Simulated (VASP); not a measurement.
A convergence study with VASP on TiSe2 (space group no. 164 when undisturbed): a few settings are varied, all else stays as given below, so the limit is that of these other settings. One atom is moved off its site, so that forces are finite.

```
TiSe2
1.0
    1.76469    -3.05653     0.00000
    1.76469     3.05653     0.00000
    0.00000     0.00000     5.99197
Ti Se
1 2
Direct
  0.00000   0.00000   0.00834
  0.33333   0.66667   0.25500
  0.66667   0.33333   0.74500
```

All values below come from PBE GGA, VASP's PBE PAW potentials (set 64) (plane waves; VASP). The last row used: 300 eV cut-off, 11×11×6 Γ-centred mesh, Fermi-Dirac smearing of 0.10 eV, potentials Ti_sv Se.

```
setting      E (eV/atom)  pressure (GPa)  irreducible k-points
-----------  -----------  --------------  --------------------
NBANDS = 12      -6.0432            2.50                    84
NBANDS = 13      -6.0491            2.20                    84
NBANDS = 14      -6.0491            2.21                    84
NBANDS = 15      -6.0491            2.21                    84
NBANDS = 16      -6.0491            2.20                    84
NBANDS = 18      -6.0491            2.20                    84
NBANDS = 22      -6.0491            2.20                    84
NBANDS = 28      -6.0491            2.19                    84
NBANDS = 44      -6.0491            2.20                    84
```

VASP warned of too few bands at NBANDS = 12; NBANDS = 13.

Left out are rungs that failed or repeat a setting and relaxations that didn't move; long series are thinned to 24 rows.

The structure is a typed TiSe2 crystal (space group no. 164). The cell was not relaxed at this level, it is distorted from the ideal structure. VASP warned that the highest band is occupied, so more bands are needed.
